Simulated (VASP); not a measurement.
These are PBE GGA with D3 dispersion (zero damping), VASP's PBE PAW potentials (set 64) (plane waves; VASP) values and carry that method's errors.

VASP input:

### KPOINTS
```
K-points
0
gamma
12 12 12
0 0 0
```

**INCAR**
```
SYSTEM = FeAl
PREC = Accurate; ENCUT = 520; LREAL = .FALSE.
LASPH = .TRUE.
EDIFF = 1E-6; NELM = 100; ALGO = Normal
LMAXMIX = 4
ISMEAR = 1; SIGMA = 0.1
GGA = PE; IVDW = 11
IBRION = 2; NSW = 60; ISIF = 3
EDIFFG = -0.01
LWAVE = .FALSE.; LCHARG = .FALSE.
```

**POSCAR**
```
FeAl
1.0
  2.8413724077   0.0000000000   0.0000000000
  0.0000000000   2.8413724077   0.0000000000
  0.0000000000   0.0000000000   2.8413724077
Al Fe
1 1
Cartesian
  1.4206862039   1.4206862039   1.4206862039
  0.0000000000   0.0000000000   0.0000000000
```

POTCAR, in this order: Al Fe (PBE.64 set). Program: vasp_std.

The resulting files:

File OSZICAR:
```
       N       E                     dE             d eps       ncg     rms          rms(c)
DAV:   1     0.314675637047E+02    0.31468E+02   -0.50786E+03  1520   0.123E+03
DAV:   2    -0.134399414228E+02   -0.44908E+02   -0.43441E+02  1512   0.180E+02
DAV:   3    -0.145552542862E+02   -0.11153E+01   -0.10863E+01  1847   0.384E+01
DAV:   4    -0.145753383854E+02   -0.20084E-01   -0.20072E-01  1938   0.457E+00
DAV:   5    -0.145757473576E+02   -0.40897E-03   -0.40896E-03  1859   0.564E-01    0.141E+01
DAV:   6    -0.163130437565E+02   -0.17373E+01   -0.71194E+01  1747   0.134E+02    0.172E+01
DAV:   7    -0.126577035422E+02    0.36553E+01   -0.34556E+01  1708   0.830E+01    0.250E+00
DAV:   8    -0.126240206756E+02    0.33683E-01   -0.21380E-01  1734   0.584E+00    0.142E+00
DAV:   9    -0.126087286396E+02    0.15292E-01   -0.49136E-02  1846   0.340E+00    0.344E-01
DAV:  10    -0.126083107060E+02    0.41793E-03   -0.10316E-03  2035   0.459E-01    0.164E-01
DAV:  11    -0.126082877050E+02    0.23001E-04   -0.37260E-05  1748   0.707E-02    0.583E-03
DAV:  12    -0.126082879515E+02   -0.24650E-06   -0.80971E-07  1016   0.918E-03
   1 F= -.13223395E+02 E0= -.13223351E+02  d E =-.132234E+02
```

### OUTCAR
```
------------------------ aborting loop because EDIFF is reached ----------------------------------------
 Edisp (eV)   -0.61511
  FORCE on cell =-STRESS in cart. coord.  units (eV):
  Direction    XX          YY          ZZ          XY          YZ          ZX
  --------------------------------------------------------------------------------------
  Total      -0.01220    -0.01220    -0.01220     0.00000    -0.00000     0.00000
  in kB      -0.85189    -0.85189    -0.85189     0.00000    -0.00000     0.00000
  external pressure =       -0.85 kB  Pullay stress =        0.00 kB
  volume of cell :       22.94
      direct lattice vectors                 reciprocal lattice vectors
     2.841372408  0.000000000  0.000000000     0.351942603  0.000000000  0.000000000
     0.000000000  2.841372408  0.000000000     0.000000000  0.351942603  0.000000000
     0.000000000  0.000000000  2.841372408     0.000000000  0.000000000  0.351942603
 POSITION                                       TOTAL-FORCE (eV/Angst)
 -----------------------------------------------------------------------------------
      1.42069      1.42069      1.42069         0.000000      0.000000      0.000000
      0.00000      0.00000      0.00000         0.000000      0.000000      0.000000
 -----------------------------------------------------------------------------------
    total drift:                                0.000000      0.000000      0.000000
  FREE ENERGIE OF THE ION-ELECTRON SYSTEM (eV)
  ---------------------------------------------------
  free  energy   TOTEN  =       -13.2233949927 eV

  energy  without entropy=      -13.2232627768  energy(sigma->0) =      -13.22335092

 reached required accuracy - stopping structural energy minimisation
```
(Selected blocks of OUTCAR.)

File OUTCAR:
```
 val. band max:        8.2421200650   @ k =   0.0833   0.0833   0.0000

 cond. band min:       8.2583035002   @ k =   0.3333   0.1667   0.0000


 Fermi energy:         8.2462538673

 k-point     1 :       0.0000    0.0000    0.0000
  band No.  band energies     occupation
      1      -2.2221      2.00000
      2       5.9406      2.00000
      3       5.9406      2.00000
      4       8.4218     -0.03242
      5       8.4218     -0.03241
      6       8.4218     -0.03241
      7      14.9669      0.00000
      8      14.9669      0.00000
      9      14.9669      0.00000

 k-point     2 :       0.0833    0.0000    0.0000
  band No.  band energies     occupation
      1      -2.0885      2.00000
      2       5.9249      2.00000
      3       5.9826      2.00000
      4       8.3358     -0.02119
      5       8.3358     -0.02122
      6       8.4307     -0.02558
      7      13.8856      0.00000
      8      15.1636      0.00000
      9      15.1636      0.00000

 k-point     3 :       0.1667    0.0000    0.0000
  band No.  band energies     occupation
      1      -1.6913      2.00000
      2       5.8202      2.00000
      3       6.1003      2.00000
      4       8.1167      2.06951
      5       8.1167      2.06951
      6       8.4551     -0.01190
      7      12.1958      0.00000
      8      15.7168      0.00000
      9      15.7168      0.00000

 k-point     4 :       0.2500    0.0000    0.0000
  band No.  band energies     occupation
      1      -1.0417      2.00000
      2       5.4517      2.00000
      3       6.2683      2.00000
      4       7.8472      2.00000
      5       7.8472      2.00000
      6       8.4886     -0.00324
      7      10.8074      0.00000
      8      16.5493      0.00000
      9      16.5493      0.00000

 k-point     5 :       0.3333    0.0000    0.0000
  band No.  band energies     occupation
      1      -0.1593      2.00000
      2       4.6404      2.00000
      3       6.4455      2.00000
...
```

The compound is FeAl in the CsCl type structure. It was relaxed first, which changed the volume by -7 %. The start is the result of an earlier pass. The run is not spin-polarised, so no magnetic state was tried. The electron count is odd and the run is not spin-polarised, which forces a metal.
